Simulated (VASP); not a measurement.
These are PW91 GGA, VASP's PBE PAW potentials (set 64) (plane waves; VASP) values and carry that method's errors.

Input for VASP

**KPOINTS**
```
Automatic mesh
0
Gamma
9 9 9
0 0 0
```

File POSCAR:
```
InSb
1.0
  0.0000000000   3.3166311254   3.3166311254
  3.3166311254   0.0000000000   3.3166311254
  3.3166311254   3.3166311254   0.0000000000
In Sb
1 1
Cartesian
  0.0000000000   0.0000000000   0.0000000000
  1.6583155627   1.6583155627   1.6583155627
```

### INCAR
```
SYSTEM = InSb
PREC = Accurate; ENCUT = 520; LREAL = F
LASPH = T
EDIFF = 1E-6; NELM = 100; ALGO = Normal
LMAXMIX = 4
ISMEAR = 1; SIGMA = 0.1
GGA = 91
IBRION = 2; NSW = 60; ISIF = 3
EDIFFG = -0.01
LWAVE = F; LCHARG = F
```

POTCAR, in this order: In_d Sb (PBE.64 set). Program: vasp_std.

Output of the run:

**OSZICAR**
```
       N       E                     dE             d eps       ncg     rms          rms(c)
DAV:   1     0.110341138247E+03    0.11034E+03   -0.81996E+03   910   0.136E+03
DAV:   2     0.369232290823E+00   -0.10997E+03   -0.10767E+03   930   0.304E+02
DAV:   3    -0.692599606076E+01   -0.72952E+01   -0.72459E+01  1230   0.864E+01
DAV:   4    -0.711616284242E+01   -0.19017E+00   -0.19010E+00  1038   0.164E+01
DAV:   5    -0.712501442013E+01   -0.88516E-02   -0.88514E-02  1335   0.295E+00    0.392E+00
DAV:   6    -0.702374944583E+01    0.10126E+00   -0.20197E-01  1246   0.775E+00    0.223E+00
DAV:   7    -0.701118514668E+01    0.12564E-01   -0.67820E-02  1213   0.295E+00    0.616E-01
DAV:   8    -0.701173090127E+01   -0.54575E-03   -0.74739E-03  1175   0.116E+00    0.241E-01
DAV:   9    -0.701235047016E+01   -0.61957E-03   -0.92808E-04  1003   0.304E-01    0.704E-02
DAV:  10    -0.701238814298E+01   -0.37673E-04   -0.45011E-05  1189   0.537E-02    0.325E-02
DAV:  11    -0.701243030686E+01   -0.42164E-04   -0.80028E-05   955   0.671E-02    0.238E-02
DAV:  12    -0.701243101270E+01   -0.70584E-06   -0.11149E-06   848   0.903E-03
   1 F= -.70124310E+01 E0= -.70125164E+01  d E =-.701243E+01
       N       E                     dE             d eps       ncg     rms          rms(c)
DAV:   1    -0.701284489808E+01   -0.41459E-03   -0.10275E-02  1125   0.200E+00    0.123E-01
DAV:   2    -0.701249996457E+01    0.34493E-03   -0.76052E-04  1105   0.613E-01    0.447E-02
DAV:   3    -0.701244477839E+01    0.55186E-04   -0.17770E-04  1210   0.264E-01    0.243E-02
DAV:   4    -0.701244482627E+01   -0.47879E-07   -0.52161E-06   910   0.230E-02
   2 F= -.70124448E+01 E0= -.70125289E+01  d E =-.138136E-04
```

OUTCAR:
```
------------------------ aborting loop because EDIFF is reached ----------------------------------------
  FORCE on cell =-STRESS in cart. coord.  units (eV):
  Direction    XX          YY          ZZ          XY          YZ          ZX
  --------------------------------------------------------------------------------------
  Total        0.0064632      0.0064632      0.0064632      0.0000000      0.0000000     -0.0000000
  in kB        0.1421398      0.1421398      0.1421398      0.0000000      0.0000000     -0.0000000
  external PRESSURE =       0.1421398 kB  Pullay stress =       0.0000000 kB
  volume of cell :       72.85
      direct lattice vectors                 reciprocal lattice vectors
     0.000000000  3.314904932  3.314904932    -0.150833888  0.150833888  0.150833888
     3.314904932 -0.000000000  3.314904932     0.150833888 -0.150833888  0.150833888
     3.314904932  3.314904932  0.000000000     0.150833888  0.150833888 -0.150833888
  FREE ENERGIE OF THE ION-ELECTRON SYSTEM (eV)
  ---------------------------------------------------
  free  energy   TOTEN  =        -7.0124448263 eV

  energy  without entropy=       -7.0126969517  energy(sigma->0) =       -7.01252887

 reached required accuracy - stopping structural energy minimisation
```
(Selected blocks of OUTCAR.)

File CONTCAR:
```
InSb
   1.00000000000000
     0.0000000000000000    3.3149049317962578    3.3149049317962578
     3.3149049317962578   -0.0000000000000000    3.3149049317962578
     3.3149049317962578    3.3149049317962578    0.0000000000000000
  In              Sb
     1     1
Direct
     0.0000000000000000    0.0000000000000000    0.0000000000000000
     0.2500000000000000    0.2500000000000000    0.2500000000000000
```

The compound is InSb in the zinc blende structure. This run relaxes it. Symmetry was kept, so distortions that lower it aren't found. The start is the result of an earlier pass.
